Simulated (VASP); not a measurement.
All values below come from PBEsol GGA, VASP's PBE PAW potentials (set 64) (plane waves; VASP).

VASP input:

### INCAR
```
! general
SYSTEM =Ti4CN3
PREC   =Accurate
ENCUT  =520
LREAL  =.False.
LASPH  =.True.
ICHARG =11

! electronic loop
EDIFF  =1E-7
NELM   =100
ALGO   =Normal
LMAXMIX=4

! smearing
ISMEAR =0
SIGMA  =0.05

! functional
GGA    =PS

! output
LWAVE  =.False.
LCHARG =.False.
LORBIT =11
```

**POSCAR**
```
Ti4CN3
1
   -0.0033106847     4.2241340372     4.2342257883
    4.2241340372    -0.0033106847     4.2342257883
    2.1104116763     2.1104116763     0.0000000000
Ti N C
4 3 1
Direct
  0.9973426892   0.9973426892   0.0053146218
  0.9985724307   0.5014275693   1.0000000000
  0.5014275693   0.9985724307   1.0000000000
  0.5026573108   0.5026573108   0.9946853782
  0.2500000000   0.2500000000   0.5000000000
  0.2500000000   0.7500000000   0.5000000000
  0.7500000000   0.2500000000   0.5000000000
  0.7500000000   0.7500000000   0.5000000000
```

### KPOINTS
```
k-points along high-symmetry lines
8
Line-mode
Reciprocal
  0.000000   0.000000   0.000000 ! GAMMA
 -0.500000  -0.500000   0.000000 ! Y

 -0.500000  -0.500000   0.000000 ! Y
 -0.625000  -0.375000   0.000000 ! C_0

 -0.375000   0.375000   0.000000 ! SIGMA_0
  0.000000   0.000000   0.000000 ! GAMMA

  0.000000   0.000000   0.000000 ! GAMMA
  0.500000   0.500000   0.500000 ! Z

  0.500000   0.500000   0.500000 ! Z
  0.125000   0.875000   0.500000 ! A_0

 -0.125000   0.125000   0.500000 ! E_0
  0.000000   0.000000   0.500000 ! T

  0.000000   0.000000   0.500000 ! T
 -0.500000  -0.500000   0.000000 ! Y

  0.000000   0.000000   0.000000 ! GAMMA
 -0.500000   0.000000   0.000000 ! S

 -0.500000   0.000000   0.000000 ! S
  0.000000   0.500000   0.500000 ! R

  0.000000   0.500000   0.500000 ! R
  0.500000   0.500000   0.500000 ! Z

  0.500000   0.500000   0.500000 ! Z
  0.000000   0.000000   0.500000 ! T
```

POTCAR, in this order: Ti_sv N C (PBE.64 set). Program: vasp_std. Read from the step before: CHGCAR.

The run wrote:

OUTCAR:
```
 ion  position               nearest neighbor table
   1  0.997  0.997  0.005-   8 2.09   7 2.11   6 2.11   6 2.11   7 2.11   5 2.14
   2  0.999  0.501  0.000-   8 2.11   8 2.11   6 2.12   7 2.12   5 2.12   5 2.12
   3  0.501  0.999  0.000-   8 2.11   8 2.11   7 2.12   6 2.12   5 2.12   5 2.12
   4  0.503  0.503  0.995-   8 2.09   7 2.11   6 2.11   7 2.11   6 2.11   5 2.14
   5  0.250  0.250  0.500-   2 2.12   3 2.12   2 2.12   3 2.12   1 2.14   4 2.14
   6  0.250  0.750  0.500-   1 2.11   4 2.11   1 2.11   4 2.11   3 2.12   2 2.12
   7  0.750  0.250  0.500-   1 2.11   4 2.11   1 2.11   4 2.11   2 2.12   3 2.12
   8  0.750  0.750  0.500-   1 2.09   4 2.09   3 2.11   2 2.11   2 2.11   3 2.11
  LATTYP: Found a base centered orthorhombic cell.
 ALAT       =     5.9785096599
 B/A-ratio  =     1.4164820429
 C/A-ratio  =     0.4992168592
 Subroutine PRICEL returns:
 Original cell was already a primitive cell.
 Subroutine GETGRP returns: Found  8 space group operations
The static configuration has the point symmetry C_2v.
 The point group associated with its full space group is D_2h.
The dynamic configuration has the point symmetry C_2v.
 Subroutine INISYM returns: Found  8 space group operations
   k-points           NKPTS =     88   k-points in BZ     NKDIM =     88   number of bands    NBANDS=     40
   number of dos      NEDOS =    301   number of ions     NIONS =      8
   total plane-waves  NPLWV =  55296
   dimension x,y,z NGX =    48 NGY =   48 NGZ =   24
   dimension x,y,z NGXF=    96 NGYF=   96 NGZF=   48
   ions per type =               4   3   1
   PREC   = accura    normal or accurate (medium, high low for compatibility)
   ISTART =      0    job   : 0-new  1-cont  2-samecut
   ICHARG =     11    charge: 1-file 2-atom 10-const
   ISPIN  =      1    spin polarized calculation?
   LNONCOLLINEAR =      F non collinear calculations
   LSORBIT =      F    spin-orbit coupling
   INIWAV =      1    electr: 0-lowe 1-rand  2-diag
   ENCUT  =  520.0 eV  38.22 Ry    6.18 a.u.  11.12 11.12  5.55*2*pi/ulx,y,z
   NELM   =    100;   NELMIN=  2; NELMDL= -5     # of ELM steps
   EDIFF  = 0.1E-06   stopping-criterion for ELM
   LREAL  =      F    real-space projection
   NLSPLINE    = F    spline interpolate recip. space projectors
   LMAXMIX     =    4 max onsite mixed and CHGCAR
   VOSKOWN=      0    Vosko Wilk Nusair interpolation
...
```

OSZICAR:
```
       N       E                     dE             d eps       ncg     rms          rms(c)
DAV:   1     0.908220712275E+03    0.90822E+03   -0.33627E+04  7040   0.214E+03
DAV:   2     0.656371060441E+02   -0.84258E+03   -0.82347E+03  7104   0.635E+02
DAV:   3    -0.678997949297E+02   -0.13354E+03   -0.12938E+03 10808   0.204E+02
DAV:   4    -0.813006914881E+02   -0.13401E+02   -0.13008E+02 10464   0.611E+01
DAV:   5    -0.819578469855E+02   -0.65716E+00   -0.65028E+00 10792   0.124E+01
DAV:   6    -0.819748512907E+02   -0.17004E-01   -0.16980E-01  9912   0.204E+00
DAV:   7    -0.819753497905E+02   -0.49850E-03   -0.49840E-03 10832   0.329E-01
DAV:   8    -0.819753640954E+02   -0.14305E-04   -0.14304E-04  9984   0.479E-02
DAV:   9    -0.819753648023E+02   -0.70690E-06   -0.70591E-06  9392   0.820E-03
DAV:  10    -0.819753648491E+02   -0.46706E-07   -0.46802E-07  6208   0.166E-03
   1 F= -.81975365E+02 E0= -.81973295E+02  d E =-.414064E-02
```

File OUTCAR:
```
 val. band max:       11.0008612837   @ k =  -0.0536   0.0536   0.0000

 cond. band min:      11.0123576036   @ k =  -0.2857  -0.2857   0.2143



 k-point     1 :       0.0000    0.0000    0.0000
  band No.  band energies     occupation
      1     -46.1851      2.00000
      2     -46.1235      2.00000
      3     -45.9806      2.00000
      4     -45.9718      2.00000
      5     -22.9601      2.00000
      6     -22.8436      2.00000
      7     -22.7938      2.00000
      8     -22.4741      2.00000
      9     -22.4715      2.00000
     10     -22.3759      2.00000
     11     -22.2858      2.00000
     12     -22.2695      2.00000
     13     -22.2230      2.00000
     14     -22.1860      2.00000
     15     -22.1857      2.00000
     16     -22.1850      2.00000
     17      -5.4244      2.00000
     18      -3.9273      2.00000
     19      -3.2023      2.00000
     20       0.4992      2.00000
     21       3.3131      2.00000
     22       3.4827      2.00000
     23       5.6093      2.00000
     24       5.8345      2.00000
     25       6.0604      2.00000
     26       6.3907      2.00000
     27       6.4615      2.00000
     28       8.2659      2.00000
     29       8.4649      2.00000
     30       8.5099      2.00000
     31      10.0667      2.00000
     32      10.2614      2.00000
     33      10.3678      2.00000
     34      10.7803      2.00000
     35      10.7875      2.00000
     36      10.8012      2.00000
     37      11.9890      0.00000
     38      12.0034      0.00000
     39      13.1291      0.00000
     40      13.1731      0.00000

 k-point     2 :      -0.0714   -0.0714    0.0000
  band No.  band energies     occupation
      1     -46.1840      2.00000
      2     -46.1235      2.00000
      3     -45.9818      2.00000
      4     -45.9718      2.00000
      5     -22.9538      2.00000
      6     -22.8366      2.00000
      7     -22.7879      2.00000
      8     -22.4721      2.00000
      9     -22.4695      2.00000
...
```

The density is held fixed in this step, so its total energy and stress have no physical meaning.

The structure was generated: Ti4CN3 was put into an ordered model structure (Cmmm), which need not be its known phase. It was relaxed first. The electron count is odd and the run is not spin-polarised, which forces a metal.
